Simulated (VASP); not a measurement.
```yaml
crystal:
  lattice:
    - [2.18277, 1.26022, 3.56935]
    - [-2.18277, 1.26022, 3.56935]
    - [0.00000, -2.52044, 3.56935]
  atoms:
    - { symbol: Pb, position: [0.75169, 0.75169, 0.75169] }
    - { symbol: Se, position: [0.24831, 0.24831, 0.24831] }
```

These are r2SCAN meta-GGA with spin-orbit coupling, VASP's PBE PAW potentials (set 64) (plane waves; VASP) values and carry that method's errors. Settings: 400 eV cut-off, 7×7×7 Γ-centred mesh, Gaussian smearing of 0.050 eV, potentials Pb_d Se.

**Question.** Give the energies of bands 13 to 26 at the high-symmetry points, in eV from the valence-band maximum.

**Answer.** 
```csv
band,Γ,T,H2,L,S0,F
13,-6.35,-8.85,-8.07,-8.85,-8.11,-7.44
14,-6.35,-8.85,-8.07,-8.85,-8.11,-7.44
15,-2.33,-1.63,-4.30,-1.63,-4.53,-4.95
16,-2.33,-1.63,-4.29,-1.63,-4.52,-4.95
17,-1.73,-1.40,-4.12,-1.41,-2.81,-3.46
18,-1.73,-1.40,-4.11,-1.41,-2.77,-3.46
19,-1.72,-0.01,-0.83,0.00,-2.27,-3.01
20,-1.72,-0.01,-0.83,0.00,-2.22,-3.01
21,3.50,0.28,2.02,0.25,3.24,4.16
22,3.50,0.28,2.03,0.25,3.29,4.16
23,5.68,1.73,5.19,1.72,4.31,4.96
24,5.68,1.73,5.21,1.72,4.40,4.96
25,5.68,2.53,5.39,2.52,5.72,6.51
26,5.68,2.53,5.39,2.52,5.73,6.51
```

The gap is direct, 0.25 eV, from the valence maximum at L to the conduction minimum at L.

The structure was generated: PbSe was put into the alpha-GeTe type (R3m), which need not be its known phase. It was relaxed first.
